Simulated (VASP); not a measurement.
Consider the following.

```yaml
crystal:
  lattice:
    - [-1.62572, 1.62572, 1.62572]
    - [1.62572, -1.62572, 1.62572]
    - [1.62572, 1.62572, -1.62572]
  atoms:
    - { symbol: Ti, position: [0.00000, 0.00000, 0.00000] }
```

All values below come from r2SCAN meta-GGA, VASP's PBE PAW potentials (set 64) (plane waves; VASP). Run with 400 eV cut-off, 18×18×18 Γ-centred mesh, tetrahedra with Blöchl corrections, potentials Ti_sv.

Problem. Give the energies of bands 5 to 9 at the high-symmetry points, in eV from the Fermi level.

Solution. 
| band | Γ | H | N | P |
|---|---|---|---|---|
| 5 | -6.34 | -2.31 | -2.60 | -0.67 |
| 6 | 1.15 | -2.31 | -0.34 | -0.67 |
| 7 | 1.15 | 4.18 | 0.99 | -0.67 |
| 8 | 1.15 | 4.18 | 2.97 | 3.39 |
| 9 | 2.96 | 4.18 | 3.32 | 3.39 |

It has no gap at this level: it comes out as a metal or semimetal.

The structure comes from a computed database's Ti entry (Im-3m); how it stands against other phases isn't given here. The cell was not relaxed at this level.
